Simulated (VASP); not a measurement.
Input:

```
PtS2
1.0
    1.77302    -3.07095     0.00000
    1.77302     3.07095     0.00000
    0.00000     0.00000     5.60377
Pt S
1 2
Direct
  0.00000   0.00000   0.00000
  0.33333   0.66667   0.22020
  0.66667   0.33333   0.77980
```

These are r2SCAN meta-GGA, VASP's PBE PAW potentials (set 64) (plane waves; VASP) values and carry that method's errors. Run with 400 eV cut-off, 8×8×5 Γ-centred mesh, tetrahedra with Blöchl corrections, potentials Pt S.

The cores are frozen, which limits the accuracy of field gradients.

Problem. Give the principal components of the electric field gradient (V/Å²) and the asymmetry η at each nucleus.

Solution. 
```
atom    Vxx    Vyy    Vzz     η
----  -----  -----  -----  ----
Pt1   -68.4  -68.4  136.8  0.00
S2     30.9   30.9  -61.8  0.00
S3     30.9   30.9  -61.8  0.00
```

The compound is PtS2 in the 1T layered structure. It was relaxed first, which changed the volume by +12 %.
